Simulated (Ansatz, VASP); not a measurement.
# TaN in two plane-wave programs, part 2 of 2

One calculation is typed for both programs; each brings its own data sets. How far apart do they land? The cell is taken from a series of runs on this material, whose earlier steps may have relaxed, scaled, displaced or heated it; both programs get it as it stands.

VASP 6.6.1 and Ansatz 0.2.0.

So far: Starting point; VASP: zone-centre phonons, LDA.

### 3. Ansatz: zone-centre phonons, LDA

Level of this step: Ansatz beside VASP: Kohn-Sham DFT, plane waves, LDA (Ansatz).

Ansatz runs on its PAW soft_1 files.

The same cell, functional (in two slightly different forms), mesh and smearing now go to Ansatz, which takes its cutoff from its data sets.

File input.yaml:

```yaml
crystal:
  lattice:
    - [2.9674194705, 0.0, 0.0]
    - [-1.4837097352, 2.5698606451, 0.0]
    - [0.0, 0.0, 2.8999745223]
  atoms:
    - { symbol: "N", position: [0.6666666667, 0.3333333333, 0.0] }
    - { symbol: Ta, position: [0.0, 0.0, 0.5] }
kpoints:
  mp_grid: { grid: [18, 18, 16] }
hamiltonian:
  xc: lda
  pseudopotentials: { kind: paw, azcp: { folder: soft_1 }, xc_functional: pbe }
scf:
  occupations: { method: methfessel_paxton, width: 0.2 }
output:
  eigenvalues: true
phonons:
  method: dfpt
```

Launch:

```bash
$ ansatz run input.yaml --threads 4 --pin off --max-ram 10240MiB --backend cpu --events-out ev --progress --plain --runs-dir out
```

Numbers of over 12 decimals in the logs are rounded to 6 here.

The log of the run:

```text
zone centre: on kpoints.mp_grid the ground state, and the responses unless they are solved on pairs of k-points, stand on 819 of the mesh's 5184 k-points, reduced under 4 symmetry operations, with k and −k counted as one. Each operation leaves every solved displacement unchanged or reverses it
Engine: ansatz 0.2.0, aarch64-unknown-linux-gnu
Pseudopotentials: kind: paw
Pseudopotential: N, paw, valence charge 5, recommended cutoff 420 eV (normal), soft_1/N.paw.azcp
Pseudopotential: Ta, paw, valence charge 13, recommended cutoff 420 eV (normal), soft_1/Ta.paw.azcp
Functional definition: SPW92
  exchange = slater_x
  correlation = pw_c
Crystal: 2 atoms, lattice volume = 22.115 Å³
Basis set: ecut = 420 eV, 405 PW (Γ), exchange–correlation on 40×40×40 points (8 copies of the dense FFT grid, shifted against one another)
Bands: 13, of which v1, the nominal top of the filled ones, is band 9 counted from 1 (8 counted from 0)
Symmetry: 12 space group operations
k-points: 819 of 5184 (irreducible under 4 space group operations, time reversal used)
Non-local potential: N, projectors of the file, l = 0: 2, l = 1: 2, l = 2: 1
Non-local potential: Ta, projectors of the file, l = 0: 3, l = 1: 2, l = 2: 2, l = 3: 1
PAW form: soft (Blöchl's): semilocal exchange-correlation on the pseudo side does not see the compensation charge
PAW frozen core: N, regenerated for the run's functional, and the local potential with it (the file was generated under x = pbe(κ = 0.804, μ = 0.219515), c = pbe(β = 0.066725))
PAW frozen core: Ta, regenerated for the run's functional, and the local potential with it (the file was generated under x = pbe(κ = 0.804, μ = 0.219515), c = pbe(β = 0.066725))
PAW one-centre angular grid: N, 110 points (default); XC on 64 Gauss nodes
PAW one-centre angular grid: Ta, 590 points (default); XC on 64 Gauss nodes
Initial density: superposition of atomic densities (chi_scale 0.1, normalization cell, long waves kept (reshape's long-wave potential 0.00 eV rms))
Initial wavefunctions: pseudopotential atomic-orbital guess
Functional: x = slater, c = lda
SCF iter   1: F=—  HF=-10059.989709 eV  |F-HF|=—  |Δ(HF+E_count)|=         —  Δρ=4.60e-2  dr2=2.58e-1  ethr=3.10e-3  ⟨swp⟩=5.0  Hψ=53117  notcnv=0
preconditioner: auto → none  [metal: Δε(μ)=0.069 eV  Ē_g=10.832 eV  σ=0.200 eV  W_gap=0.29  n_scr=8 (ndim 8)  ℏωp=25.0 eV  f_vac=0.000  D(μ)=0.06/eV (n_scr^D=0)  sad-step TF]
SCF iter   2: F=—  HF=-10059.971064 eV  |F-HF|=—  |Δ(HF+E_count)|=   1.86e-2  S|Δr|=    0.00e0  Δρ=2.85e-2  dr2=1.10e-1  ethr=1.43e-3  ⟨swp⟩=1.0  Hψ=17199  notcnv=0
SCF iter   3: F=—  HF=-10059.952660 eV  |F-HF|=—  |Δ(HF+E_count)|=   1.84e-2  S|Δr|=    0.00e0  Δρ=1.56e-3  dr2=2.69e-4  ethr=6.10e-4  ⟨swp⟩=2.4  Hψ=13697  notcnv=0
SCF iter   4: F=—  HF=-10059.952668 eV  |F-HF|=—  |Δ(HF+E_count)|=   7.97e-6  S|Δr|=    0.00e0  Δρ=4.72e-4  dr2=4.32e-5  ethr=1.49e-6  ⟨swp⟩=2.1  Hψ=15042  notcnv=0
SCF iter   5: F=—  HF=-10059.952659 eV  |F-HF|=—  |Δ(HF+E_count)|=   9.59e-6  S|Δr|=    0.00e0  Δρ=4.94e-5  dr2=3.64e-7  ethr=2.40e-7  ⟨swp⟩=2.0  Hψ=13923  notcnv=0
SCF iter   6: F=—  HF=-10059.952658 eV  |F-HF|=—  |Δ(HF+E_count)|=   9.25e-7  S|Δr|=    0.00e0  Δρ=1.10e-5  dr2=8.61e-9  ethr=2.02e-9  ⟨swp⟩=2.0  Hψ=16888  notcnv=0
SCF iter   7: F=—  HF=-10059.952658 eV  |F-HF|=—  |Δ(HF+E_count)|=   1.19e-9  S|Δr|=    0.00e0  Δρ=1.45e-6  dr2=1.57e-10  ethr=4.78e-11  ⟨swp⟩=2.1  Hψ=14370  notcnv=0
SCF iter   8: F=-10059.952658 eV  HF=-10059.952658 eV  |F-HF|=1.82e-12  |Δ(HF+E_count)|=  9.09e-12  S|Δr|=    0.00e0  Δρ=8.02e-8  dr2=6.06e-13  ethr=1.00e-12  ⟨swp⟩=6.1  Hψ=46933  notcnv=0
SCF 1 converged in 8 iterations: F = -10059.952658 eV  dr2 = 6.06e-13
  greatest PAW one-centre occupation: 0.999 electrons in one spin orbital (limit 2), on the Ta atom at site 1 (counted from 0), in its partial waves of l = 0
DFPT response loops at Γ: preconditioner auto → Kerker (q_TF=auto, 2.636 Å⁻¹) (partly filled bands, converged f_vac=0.000); β = 1.00, the filter's whole step (`scf.mixing.beta` (0.50) is not read by the response loops under this deck's `scf.mixing.preconditioner`; to damp them name `kerker` or `kerker_dos`, under which they read `scf.mixing.beta`, and type it under 1.00, their step now; both keys bind the ground state too); Broyden in place of MSR1
SCF converged after 8 iterations
Stability not checked: this state was not tested for a lower state beside it, because cold or Methfessel-Paxton smearing, or corrected tetrahedra, fill the levels in a way that the test cannot read (fill_not_monotonic; see scf.lower_state_search)
Free energy (F): -10059.952658 eV
Harris-Foulkes:  -10059.952658 eV  (|F-HF|=1.82e-12)
Internal energy: -10059.953120 eV  (E = F + TS)
E sigma→0 (E₀):  -10059.952773 eV
Entropy (-TS):   0.000462 eV (0.231 meV/atom)
Fermi energy:    19.140198 eV
--- Per-component energies (eV) ---
  E_band       = -69.328335
  E_kinetic    = 520.904839
  E_local      = -613.122513  (includes V_loc(G=0)·N_el)
  E_nonlocal   = 30.036741
  E_hartree    = 215.398571
  E_xc         = -377.744673
  E_vxc        = -309.534137  (∫ρ·V_xc dr)
  E_paw        = -8176.259279  (= ΣΔE_a)
  E_vpaw       = -128.411387  (= ΣTr[D̂ρ^β])
  E_aug_tail   = 0.000976  (compensation charges beyond the density's cutoff)
  E_ewald      = -1659.506824
  E_core_change = 0.339041  (= ΣΔE_core)
  E_smearing   = 0.000462  (= −TS)
  E_closure    = 0.000000  (closes the sum)
  Σ components = -10059.952658   (vs F -10059.952658, Δ=0.00e0)
--- Band table (eV; the first three rows and the last of 819) ---
  k-point 0: bands = [... 5 lower, 14.7126, 14.7126, 15.1197, 16.3385, 21.2616, 22.6536, 22.6536, 22.9857]
  k-point 1: bands = [... 5 lower, 14.7442, 14.7442, 14.7915, 16.6092, 21.4097, 22.0346, 22.0346, 23.4660]
  k-point 2: bands = [... 5 lower, 14.0906, 14.8348, 14.8348, 17.1898, 21.2513, 21.2513, 21.8081, 23.8296]
  k-point 818: bands = [... 5 lower, 11.8134, 12.4694, 15.1016, 18.1807, 23.0555, 24.0491, 24.9614, 26.0303]
--- Phonons (Γ-DFPT): 4 representative perturbations + reference, on 819 of 5184 k-points (Σ response iterations 12) ---
  k mesh reduced under 4 symmetry operations, with k and −k counted as one. Each operation leaves every solved displacement unchanged or reverses it
  ASR residual: 3.343e-5 → 0.000e0 eV/Å²; symmetrization residual: 4.077e-6 eV/Å²
  ASR residual per site (eV/Å²): 2.64e-5 3.34e-5
  Γ frequencies (cm⁻¹): 0.00 0.00 0.00 490.87 490.87 495.10
  non-analytic LO–TO correction: not included (Born effective charges unavailable; polar crystals: no LO–TO splitting at Γ)
```

### 4. Differences

Known differences besides the potentials themselves: the data sets hold 18 valence electrons in Ansatz (on its PAW soft_1 files) and 16 in VASP; the cutoff is 420 eV in Ansatz and 600 eV in VASP; VASP's log shows a relativistic correction to its local exchange, Ansatz's none. Total energies have different zeros and are not compared.

The two programs side by side:

| quantity | Ansatz | VASP | difference |
| --- | --- | --- | --- |
| optical mode 1 to 2 (cm⁻¹) | 490.9 | 494.5 | -0.73 % |
| optical mode 3 (cm⁻¹) | 495.1 | 498.3 | -0.64 % |

Modes are paired by rising frequency, not by their patterns, so a pair may set unlike modes beside each other; they are those without the splitting of longitudinal modes.

### 5. Outcome

```yaml
r_m_s_difference_of_the_optical_zone_centre_modes_each_program_s_sorted_by_frequency_zone_centre_phonons_lda: 3.5 cm⁻¹
difference_in_optical_mode_1_to_2_zone_centre_phonons_lda: -0.7 %
```

What this shows: The r.m.s. difference of the optical zone-centre modes, each program's sorted by frequency is 3.5 cm⁻¹ (zone-centre phonons, LDA). The data sets hold unlike numbers of valence electrons (18 in Ansatz and 16 in VASP), so part of the differences comes from the potentials. Among the rows given in per cent, the largest difference of the zone-centre phonons, LDA pair is in optical mode 1 to 2, -0.7 %. How closely two codes agree says nothing of how well the functional describes the real material.

[Lines on the potential files, build, host, timing and source positions are cut from VASP's logs without a mark.]

[Logs are printed without paths, hosts, clocks, repeated set-up lines and the standing remarks that a program may print on its own settings, such as how far it seeks lower states.]

[Hosts, paths, dates, database ids (printed as entryN), source tags and the programs' standing remarks are cut or masked in the printed files.]
